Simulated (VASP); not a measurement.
All values below come from RPBE GGA, VASP's PBE PAW potentials (set 64) (plane waves; VASP).

Input for VASP

**POSCAR**
```
V
1.5101430
 -0.9999998377   0.9999998377   0.9999998377
  0.9999998377  -0.9999998377   0.9999998377
  0.9999998377   0.9999998377  -0.9999998377
V
1
Cartesian
  0.0000000000   0.0000000000   0.0000000000
```

**INCAR**
```
ALGO = Normal
EDIFF = 1E-7
ENCUT = 520
GGA = RP
ISIF = 2
ISMEAR = 1
LASPH = .True.
LCHARG = .False.
LMAXMIX = 4
LREAL = .False.
LWAVE = .False.
NELM = 100
PREC = Accurate
SIGMA = 0.1
SYSTEM = V
```

### KPOINTS
```
Automatic mesh
0
Gamma
17 17 17
0 0 0
```

POTCAR, in this order: V_sv (PBE.64 set). Program: vasp_std.

**Question.** Predict the energy per atom (σ→0), band gap (on the k-mesh).

**Answer.** 
energy per atom (σ→0): -8.507 eV/atom
band gap (on the k-mesh): none (metal, semimetal or under 0.01 eV)

### OSZICAR
```
...
DAV:   7    -0.851369519883E+01    0.14536E-01   -0.19135E-02  3322   0.215E+00    0.862E-01
DAV:   8    -0.850682915329E+01    0.68660E-02   -0.63859E-03  3328   0.135E+00    0.607E-02
DAV:   9    -0.850687725589E+01   -0.48103E-04   -0.62811E-05  3336   0.134E-01    0.346E-02
DAV:  10    -0.850688341312E+01   -0.61572E-05   -0.12627E-05  3320   0.453E-02    0.219E-03
DAV:  11    -0.850688435001E+01   -0.93689E-06   -0.15187E-07  2478   0.633E-03    0.703E-04
DAV:  12    -0.850688485692E+01   -0.50690E-06   -0.39586E-08  1652   0.335E-03    0.528E-04
DAV:  13    -0.850688487650E+01   -0.19584E-07   -0.70579E-09  1650   0.137E-03
   1 F= -.85068849E+01 E0= -.85066524E+01  d E =-.697366E-03
```

The compound is V in the bcc structure. It was relaxed first. The run is not spin-polarised, so no magnetic state was tried.
